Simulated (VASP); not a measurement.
# Co2Cl3 (P-3m1) in VASP: settings compared

One crystal, Co2Cl3, is run at these levels: RPBE+D4+U, revPBE+D4+U; tasks: core levels, band structure.

Everything below comes from runs of VASP 6.6.1. Logs are shortened: lines on timing, memory, paths and dates and some standing lists are left out, and cuts for length are marked.

### 1 Starting point

It takes space group P-3m1 (No. 164, trigonal). The conventional cell has a = 4.033 Å, b = 4.033 Å, c = 6.453 Å, α = 90.00°, β = 90.00°, γ = 120.00°. Co (site symmetry 3m) has 4 Cl at 2.42 to 2.56 Å as nearest neighbours. Around Cl (site symmetry 3m) lie 4 Co at 2.42 to 2.56 Å. Cl (site symmetry -3m) has 6 Co at 2.83 Å as nearest neighbours.

The cell was built by a generator and needn't be a form met in nature.

### 2 Core levels, RPBE+D4+U, collinear spin, ferrimagnetic start

INCAR reads:

```
PREC = Accurate ; ENCUT = 520
EDIFF = 1E-6 ; ISMEAR = 0
SIGMA = 0.01 ; LREAL = F
LASPH = T ; NELM = 150
ALGO = Normal ; ISIF = 2
LWAVE = F ; LCHARG = F
ISPIN = 2 ; MAGMOM = 2 -1 0 0 0
LORBIT = 11 ; LMAXMIX = 4
LDAU = T ; LDAUTYPE = 1
LDAUL = 2 -1 ; LDAUU = 6.2 0
LDAUJ = 0.9 0 ; LDAUPRINT = 1
GGA = RP ; IVDW = 13
ICORELEVEL = 1
```

KPOINTS reads:

```
regular mesh
0
Gamma
  8 8 4
```

POSCAR reads:

```
Co2Cl3
1.0
    4.0330717700      0.0000000000      0.0000000000
   -2.0165358800      3.4927426100      0.0000000000
    0.0000000000      0.0000000000      6.4534990700
Co Cl
2 3
Direct
    0.6666666700      0.3333333300      0.7501509800
    0.3333333300      0.6666666700      0.2498490200
    0.6666666700      0.3333333300      0.3536560200
    0.3333333300      0.6666666700      0.6463439800
    0.0000000000      0.0000000000      0.0000000000
```

Potentials or basis: VASP PAW PBE potentials, release 64 (Co, Cl).

On the command line:

```console
$ cat potpaw_PBE.64/Co/POTCAR potpaw_PBE.64/Cl/POTCAR > POTCAR
$ mpirun -np 1 vasp_std > vasp.out
```

OUTCAR:

```text
PREC = Accurate
   ENCUT = 520
   EDIFF = 1E-6
   ISMEAR = 0
   LREAL = F
   LASPH = T
   NELM = 150
   ISIF = 2
   ISPIN = 2
   LORBIT = 11
   GGA = RP
   IVDW = 13

 ion  position               nearest neighbor table
   1  0.667  0.333  0.750-   4 2.42   4 2.42   4 2.42   3 2.56   5 2.83   5 2.83   5 2.83
   2  0.333  0.667  0.250-   3 2.42   3 2.42   3 2.42   4 2.56   5 2.83   5 2.83   5 2.83
   3  0.667  0.333  0.354-   2 2.42   2 2.42   2 2.42   1 2.56
   4  0.333  0.667  0.646-   1 2.42   1 2.42   1 2.42   2 2.56
   5  0.000  0.000  0.000-   1 2.83   2 2.83   2 2.83   1 2.83   1 2.83   2 2.83

  LATTYP: Found a hexagonal cell.
 ALAT       =     4.0330717700
 C/A-ratio  =     1.6001448618

  Lattice vectors:

 A1 = (   4.0330717700,   0.0000000000,   0.0000000000)
 A2 = (  -2.0165358800,   3.4927426100,   0.0000000000)
 A3 = (   0.0000000000,   0.0000000000,   6.4534990700)

Analysis of symmetry for initial positions (statically):
=====================================================================
 Subroutine PRICEL returns:
 Original cell was already a primitive cell.

 Routine SETGRP: Setting up the symmetry group for a
 hexagonal supercell.

 Subroutine GETGRP returns: Found 12 space group operations
 (whereof 12 operations were pure point group operations)
 out of a pool of 24 trial point group operations.

The static configuration has the point symmetry D_3d.

Analysis of symmetry for dynamics (positions and initial velocities):
=====================================================================
 Subroutine PRICEL returns:
 Original cell was already a primitive cell.

 Routine SETGRP: Setting up the symmetry group for a
 hexagonal supercell.

 Subroutine GETGRP returns: Found 12 space group operations
 (whereof 12 operations were pure point group operations)
 out of a pool of 24 trial point group operations.

The dynamic configuration has the point symmetry D_3d.

Analysis of structural, dynamic, and magnetic symmetry:
=====================================================================
 Subroutine PRICEL returns:
 Original cell was already a primitive cell.

 Routine SETGRP: Setting up the symmetry group for a
 hexagonal supercell.

 Subroutine GETGRP returns: Found  6 space group operations
 (whereof  6 operations were pure point group operations)
 out of a pool of 24 trial point group operations.

The overall configuration has the point symmetry C_3v.

 Subroutine INISYM returns: Found  6 space group operations
 (whereof  6 operations are pure point group operations),
 and found     1 'primitive' translations

----------------------------------------------------------------------------------------

                                     Primitive cell

  volume of cell :      90.9071

  direct lattice vectors                    reciprocal lattice vectors
     4.033071770  0.000000000  0.000000000     0.247949964  0.143153978  0.000000000
    -2.016535880  3.492742610  0.000000000     0.000000000  0.286307957  0.000000000
     0.000000000  0.000000000  6.453499070     0.000000000  0.000000000  0.154954698

  length of vectors
     4.033071770  4.033071769  6.453499070     0.286307957  0.286307957  0.154954698

  position of ions in fractional coordinates (direct lattice)
     0.666666670  0.333333330  0.750150980
     0.333333330  0.666666670  0.249849020
     0.666666670  0.333333330  0.353656020
     0.333333330  0.666666670  0.646343980
     0.000000000  0.000000000  0.000000000

  ion indices of the primitive-cell ions
   primitive index   ion index
                 1           1
                 2           2
                 3           3
[... 150 lines left out ...]
  o =  0.9746  v =  0.4156 -0.5612 -0.0000 -0.3875  0.6018  0.0000  0.0000  0.0000  0.0000  0.0000      0.0000  0.0000  0.0000  0.0000  0.0000  0.0000  0.0000  0.0000  0.0000  0.0000

atom =   2  type =  1  l = 2

 onsite density matrix

spin component  1

  0.3772 -0.0000 -0.0000  0.4228 -0.0000
 -0.0000  0.6609  0.0000  0.0000  0.4228
 -0.0000  0.0000  0.0847 -0.0000  0.0000
  0.4228  0.0000 -0.0000  0.6609  0.0000
 -0.0000  0.4228  0.0000  0.0000  0.3772

spin component  2

  0.9802  0.0000 -0.0000 -0.0119  0.0000
  0.0000  0.9734 -0.0000  0.0000 -0.0119
 -0.0000 -0.0000  0.9855  0.0000  0.0000
 -0.0119  0.0000  0.0000  0.9734 -0.0000
  0.0000 -0.0119  0.0000 -0.0000  0.9802

 occupancies and eigenvectors

  o =  0.0731  v = -0.6680 -0.3318 -0.0000  0.4805  0.4613  0.0000  0.0000  0.0000  0.0000  0.0000      0.0000  0.0000  0.0000  0.0000  0.0000  0.0000  0.0000  0.0000  0.0000  0.0000
  o =  0.0731  v = -0.4613  0.4805 -0.0000  0.3318 -0.6680  0.0000  0.0000  0.0000  0.0000  0.0000      0.0000  0.0000  0.0000  0.0000  0.0000  0.0000  0.0000  0.0000  0.0000  0.0000
  o =  0.0847  v =  0.0000  0.0000 -1.0000 -0.0000 -0.0000  0.0000  0.0000  0.0000  0.0000  0.0000      0.0000  0.0000  0.0000  0.0000  0.0000  0.0000  0.0000  0.0000  0.0000  0.0000
  o =  0.9644  v =  0.0000  0.0000  0.0000  0.0000  0.0000 -0.4958  0.4535 -0.0000 -0.6567  0.3424      0.0000  0.0000  0.0000  0.0000  0.0000  0.0000  0.0000  0.0000  0.0000  0.0000
  o =  0.9644  v =  0.0000  0.0000  0.0000  0.0000  0.0000 -0.3424 -0.6567 -0.0000 -0.4535 -0.4958      0.0000  0.0000  0.0000  0.0000  0.0000  0.0000  0.0000  0.0000  0.0000  0.0000
  o =  0.9650  v = -0.4805  0.4613  0.0000 -0.6680  0.3318  0.0000  0.0000  0.0000  0.0000  0.0000      0.0000  0.0000  0.0000  0.0000  0.0000  0.0000  0.0000  0.0000  0.0000  0.0000
  o =  0.9650  v =  0.3318  0.6680 -0.0000  0.4613  0.4805  0.0000  0.0000  0.0000  0.0000  0.0000      0.0000  0.0000  0.0000  0.0000  0.0000  0.0000  0.0000  0.0000  0.0000  0.0000
  o =  0.9855  v =  0.0000  0.0000  0.0000  0.0000  0.0000 -0.0000 -0.0000 -1.0000  0.0000  0.0000      0.0000  0.0000  0.0000  0.0000  0.0000  0.0000  0.0000  0.0000  0.0000  0.0000
  o =  0.9892  v =  0.0000  0.0000  0.0000  0.0000  0.0000 -0.6567 -0.3424  0.0000  0.4958  0.4535      0.0000  0.0000  0.0000  0.0000  0.0000  0.0000  0.0000  0.0000  0.0000  0.0000
  o =  0.9892  v =  0.0000  0.0000  0.0000  0.0000  0.0000  0.4535 -0.4958 -0.0000 -0.3424  0.6567      0.0000  0.0000  0.0000  0.0000  0.0000  0.0000  0.0000  0.0000  0.0000  0.0000

 number of electron      38.9999978 magnetization      -0.9995602

 Free energy of the ion-electron system (eV)
  ---------------------------------------------------
  ext. energy  EPLUGINS =         0.00000000
  ---------------------------------------------------
  free energy    TOTEN  =       -15.61049514 eV

  energy without entropy =      -15.61049514  energy(sigma->0) =      -15.61049514

 the core state eigenenergies are
   1-  1s  -7576.4013  2s   -882.3767  2p   -753.3449  3s    -86.4286  3p    -49.8174

   2-  1s  -7582.7907  2s   -888.7788  2p   -759.7576  3s    -91.9753  3p    -55.2445

   3-  1s  -2740.1330  2s   -241.8178  2p   -180.7271
   4-  1s  -2739.3787  2s   -241.0280  2p   -179.9405
   5-  1s  -2739.5384  2s   -241.1384  2p   -180.0559

 E-fermi :   5.5669     XC(G=0):  -9.8235

 val. band max:        5.4648323776   @ k =   0.5000  -0.0000   0.5000
 cond. band min:       6.3796891284   @ k =   0.0000   0.0000   0.0000
 fundamental gap:      0.9148567508
 Fermi energy:         5.5668547086

 spin component 1

 k-point     1 :       0.0000    0.0000    0.0000
  band No.  band energies     occupation
      1     -11.6543      1.00000
      2     -10.0882      1.00000
      3      -9.8552      1.00000
      4      -0.2811      1.00000
      5      -0.2811      1.00000
      6       0.0619      1.00000
[... 262 lines left out ...]
 k-point    11 :       0.0000    0.0000    0.2500
  band No.  band energies     occupation
      1     -11.6006      1.00000
      2     -10.3843      1.00000
      3      -9.6018      1.00000
      4      -0.3023      1.00000
      5      -0.2845      1.00000
      6      -0.2845      1.00000
      7       0.0703      1.00000
      8       0.0703      1.00000
      9       0.9846      1.00000
     10       1.0353      1.00000

 Fermi energy:         5.5668547086

 spin component 2

 k-point     1 :       0.0000    0.0000    0.0000
  band No.  band energies     occupation
      1     -11.7360      1.00000
      2     -10.1660      1.00000
      3      -9.9176      1.00000
      4      -3.2065      1.00000
      5      -3.2065      1.00000
      6      -2.7163      1.00000
[... 637 lines left out ...]
     23      10.9512      0.00000
     24      11.4035      0.00000

 [... further k-points ...]

------------------------ aborting loop because EDIFF is reached ----------------------------------------

  DFT-D4 for vdW energy calculation

  Edisp (eV):   -2.82394

  FORCE on cell =-STRESS in cart. coord.  units (eV):
  Direction    XX          YY          ZZ          XY          YZ          ZX
  --------------------------------------------------------------------------------------
  -------------------------------------------------------------------------------------
  Total       0.56631     0.56631     4.25656     0.00000     0.00000     0.00000
  in kB       9.98076     9.98076    75.01899     0.00000     0.00000     0.00000
  external pressure =       31.66 kB  Pullay stress =        0.00 kB

 VOLUME and BASIS-vectors are now :
 -----------------------------------------------------------------------------
  energy-cutoff  :      520.00
  volume of cell :       90.91
      direct lattice vectors                 reciprocal lattice vectors
     4.033071770  0.000000000  0.000000000     0.247949964  0.143153978  0.000000000
    -2.016535880  3.492742610  0.000000000     0.000000000  0.286307957  0.000000000
     0.000000000  0.000000000  6.453499070     0.000000000  0.000000000  0.154954698

 POSITION                                       TOTAL-FORCE (eV/Angst)
 -----------------------------------------------------------------------------------
      2.01654      1.16425      4.84110        -0.000000      0.000000      0.943174
     -0.00000      2.32850      1.61240        -0.000000      0.000000     -0.450842
      2.01654      1.16425      2.28232         0.000000     -0.000000     -1.181621
     -0.00000      2.32850      4.17118         0.000000      0.000000      0.162135
      0.00000      0.00000      0.00000        -0.000000      0.000000      0.527153
 -----------------------------------------------------------------------------------
    total drift:                                0.000000     -0.000000      0.000462

  FREE ENERGIE OF THE ION-ELECTRON SYSTEM (eV)
  ---------------------------------------------------
  free  energy   TOTEN  =       -18.4344325117 eV

  energy  without entropy=      -18.4344325117  energy(sigma->0) =      -18.43443251

 total charge

# of ion       s       p       d       tot
------------------------------------------
    1        0.207   0.202   7.619   8.028
    2        0.266   0.254   7.035   7.555
    3        1.612   3.586   0.000   5.198
    4        1.606   3.581   0.000   5.188
    5        1.609   3.536   0.000   5.145
--------------------------------------------------
tot          5.300  11.160  14.655  31.115

 magnetization (x)

# of ion       s       p       d       tot
------------------------------------------
    1        0.013   0.010   1.890   1.913
    2       -0.020  -0.014  -2.729  -2.764
    3       -0.006  -0.051   0.000  -0.057
    4       -0.000  -0.041   0.000  -0.042
    5       -0.001  -0.042   0.000  -0.042
--------------------------------------------------
tot         -0.014  -0.139  -0.839  -0.991
```

Wall time 2.2 min (1 thread of Intel Xeon Platinum 8559C (Emerald Rapids), shared host); peak memory 0.29 GiB.

Results:

- Free energy: -18.4344 eV
- Pressure: 3.2 GPa
- Largest force: 1.182 eV/Å
- Band gap on the k mesh: 0.91 eV, indirect (least direct gap 1.22 eV)
- Net moment: -1.00 μB per cell
- Site moments: Co +1.91, -2.76; Cl -0.06, -0.04 μB
- Valence electrons inside the program's atomic spheres: Co 8.03, 7.55; Cl 5.20, 5.19, 5.14
- Dispersion energy per atom: -0.565 eV

Forces in eV/Å, atoms in the order of the input:
```
Co   0.000  0.000  0.943
Co   0.000  0.000 -0.451
Cl   0.000  0.000 -1.182
Cl   0.000  0.000  0.162
Cl   0.000  0.000  0.527
```

Stress tensor (GPa, compression positive):
```
1.00 0.00 0.00
0.00 1.00 0.00
0.00 0.00 7.50
```

Eigenvalues of the final occupation matrices:
```
    site  spin  trace               eigenvalues
site 1 d     1   4.77  0.94 0.94 0.95 0.97 0.97
site 1 d     2   2.88  0.03 0.03 0.94 0.94 0.95
site 2 d     1   2.16  0.07 0.07 0.08 0.97 0.97
site 2 d     2   4.89  0.96 0.96 0.99 0.99 0.99
```

Core levels (eV, on the scale of the bands):
| atom | levels |
| --- | --- |
| 1 Co | 1s -7576.4, 2s -882.4, 2p -753.3, 3s -86.4, 3p -49.8 |
| 2 Co | 1s -7582.8, 2s -888.8, 2p -759.8, 3s -92.0, 3p -55.2 |
| 3 Cl | 1s -2740.1, 2s -241.8, 2p -180.7 |
| 4 Cl | 1s -2739.4, 2s -241.0, 2p -179.9 |
| 5 Cl | 1s -2739.5, 2s -241.1, 2p -180.1 |

Caveat: the PAW data sets were made with another functional, which shifts forces and pressure a little. The state reached can hang on the start; a lower one may exist.

### 3 Band structure, revPBE+D4+U, collinear spin, random start

POSCAR reads:

```
Co2Cl3
4.0331
    0.999993000422      0.000000000000      0.000000000000
   -0.499996498971      0.866019342441      0.000000000000
    0.000000000000      0.000000000000      1.600133661451
Co Cl
2 3
Direct
    0.6666666700      0.3333333300      0.7501509800
    0.3333333300      0.6666666700      0.2498490200
    0.6666666700      0.3333333300      0.3536560200
    0.3333333300      0.6666666700      0.6463439800
    0.0000000000      0.0000000000      0.0000000000
```

INCAR.step1 reads:

```
PREC = Accurate
ENCUT = 520
EDIFF = 1E-6
ISMEAR = -1
SIGMA = 0.05
LREAL = False
LASPH = True
NELM = 150
ALGO = Normal
ISIF = 2
LWAVE = False
LCHARG = True
ISPIN = 2
MAGMOM = -1.86 -1.26 0 0 0
LORBIT = 11
LMAXMIX = 4
LDAU = True
LDAUTYPE = 2
LDAUL = 2 -1
LDAUU = 1 0
LDAUJ = 0 0
LDAUPRINT = 1
GGA = RE
IVDW = 13
```

KPOINTS.step1 reads:

```
regular mesh
0
Gamma
  8 8 4
```

INCAR.step2 reads:

```
PREC = Accurate
ENCUT = 520
EDIFF = 1E-6
ISMEAR = 0
SIGMA = 0.05
LREAL = False
LASPH = True
NELM = 150
ALGO = Normal
ISIF = 2
LWAVE = False
LCHARG = False
ISPIN = 2
MAGMOM = -1.86 -1.26 0 0 0
LORBIT = 11
LMAXMIX = 4
LDAU = True
LDAUTYPE = 2
LDAUL = 2 -1
LDAUU = 1 0
LDAUJ = 0 0
LDAUPRINT = 1
GGA = RE
IVDW = 13
ICHARG = 11
```

KPOINTS.step2 reads:

```
path GMKGALHA,LM,KH
20
line-mode
reciprocal
 0.0000000000  0.0000000000  0.0000000000  G
 0.5000000000  0.0000000000  0.0000000000  M

 0.5000000000  0.0000000000  0.0000000000  M
 0.3333333333  0.3333333333  0.0000000000  K

 0.3333333333  0.3333333333  0.0000000000  K
 0.0000000000  0.0000000000  0.0000000000  G

 0.0000000000  0.0000000000  0.0000000000  G
 0.0000000000  0.0000000000  0.5000000000  A

 0.0000000000  0.0000000000  0.5000000000  A
 0.5000000000  0.0000000000  0.5000000000  L

 0.5000000000  0.0000000000  0.5000000000  L
 0.3333333333  0.3333333333  0.5000000000  H

 0.3333333333  0.3333333333  0.5000000000  H
 0.0000000000  0.0000000000  0.5000000000  A

 0.5000000000  0.0000000000  0.5000000000  L
 0.5000000000  0.0000000000  0.0000000000  M

 0.3333333333  0.3333333333  0.0000000000  K
 0.3333333333  0.3333333333  0.5000000000  H
```

Potentials or basis: VASP PAW PBE potentials, release 64 (Co, Cl).

On the command line:

```console
$ cat potpaw_PBE.64/Co/POTCAR potpaw_PBE.64/Cl/POTCAR > POTCAR
$ cp INCAR.step1 INCAR
$ cp KPOINTS.step1 KPOINTS
$ mpirun -np 1 vasp_std > vasp.out
$ cp INCAR.step2 INCAR
$ cp KPOINTS.step2 KPOINTS
$ mpirun -np 1 vasp_std > vasp.out
```

Run time: 5.2 min. Hardware: 1 thread of Intel Xeon Platinum 8559C (Emerald Rapids), shared host; peak memory 0.63 GiB.

The run converged. Its results:

```yaml
Band_gap_along_the_path: none (metal or under the smearing width)
Net_moment: -5.00 μB per cell
Dispersion_energy_per_atom: -0.511 eV
```

Levels at the corners of the path, in eV from the Fermi level:
Spin up:
```csv
point,band 15,band 16,band 17,band 18,band 19,band 20
Γ,-1.01,-1.01,-0.37,-0.21,1.34,1.34
M,-1.22,-1.19,-0.28,0.33,0.73,0.85
M,-1.22,-1.19,-0.28,0.33,0.73,0.85
K,-1.09,-1.09,0.07,0.07,0.68,0.98
K,-1.09,-1.09,0.07,0.07,0.68,0.98
Γ,-1.01,-1.01,-0.37,-0.21,1.34,1.34
Γ,-1.01,-1.01,-0.37,-0.21,1.34,1.34
A,-1.12,-1.12,-0.37,0.26,1.27,1.27
A,-1.12,-1.12,-0.37,0.26,1.27,1.27
L,-1.26,-1.24,-0.05,0.28,0.74,0.90
L,-1.26,-1.24,-0.05,0.28,0.74,0.90
H,-1.11,-1.11,0.16,0.16,0.72,0.88
H,-1.11,-1.11,0.16,0.16,0.72,0.88
A,-1.12,-1.12,-0.37,0.26,1.27,1.27
L,-1.26,-1.24,-0.05,0.28,0.74,0.90
M,-1.22,-1.19,-0.28,0.33,0.73,0.85
K,-1.09,-1.09,0.07,0.07,0.68,0.98
H,-1.11,-1.11,0.16,0.16,0.72,0.88
```
Spin down:
| point | band 19 | band 20 | band 21 | band 22 | band 23 | band 24 | band 25 |
| --- | --- | --- | --- | --- | --- | --- | --- |
| Γ | -2.21 | -2.21 | -1.51 | -1.51 | 1.25 | 3.45 | 4.84 |
| M | -2.47 | -2.46 | -1.83 | -1.44 | 1.89 | 4.63 | 5.50 |
| M | -2.47 | -2.46 | -1.83 | -1.44 | 1.89 | 4.63 | 5.50 |
| K | -2.34 | -1.72 | -1.70 | -1.70 | 3.46 | 3.46 | 6.40 |
| K | -2.34 | -1.72 | -1.70 | -1.70 | 3.46 | 3.46 | 6.40 |
| Γ | -2.21 | -2.21 | -1.51 | -1.51 | 1.25 | 3.45 | 4.84 |
| Γ | -2.21 | -2.21 | -1.51 | -1.51 | 1.25 | 3.45 | 4.84 |
| A | -1.88 | -1.88 | -1.58 | -1.58 | 2.60 | 3.27 | 3.54 |
| A | -1.88 | -1.88 | -1.58 | -1.58 | 2.60 | 3.27 | 3.54 |
| L | -2.50 | -1.91 | -1.82 | -1.69 | 2.52 | 3.62 | 4.93 |
| L | -2.50 | -1.91 | -1.82 | -1.69 | 2.52 | 3.62 | 4.93 |
| H | -2.54 | -1.89 | -1.86 | -1.86 | 3.70 | 3.70 | 6.80 |
| H | -2.54 | -1.89 | -1.86 | -1.86 | 3.70 | 3.70 | 6.74 |
| A | -1.88 | -1.88 | -1.58 | -1.58 | 2.60 | 3.27 | 3.54 |
| L | -2.50 | -1.91 | -1.82 | -1.69 | 2.52 | 3.62 | 4.93 |
| M | -2.47 | -2.46 | -1.83 | -1.44 | 1.89 | 4.63 | 5.50 |
| K | -2.34 | -1.72 | -1.70 | -1.70 | 3.46 | 3.46 | 6.40 |
| H | -2.54 | -1.89 | -1.86 | -1.86 | 3.70 | 3.70 | 6.78 |

Caveat: the log is that of the step along the path at fixed density, whose energy, stress, charges and moments have no meaning; the PAW data sets were made with another functional, which shifts forces and pressure a little; pairwise dispersion overbinds metals, which lowers pressure and volume.
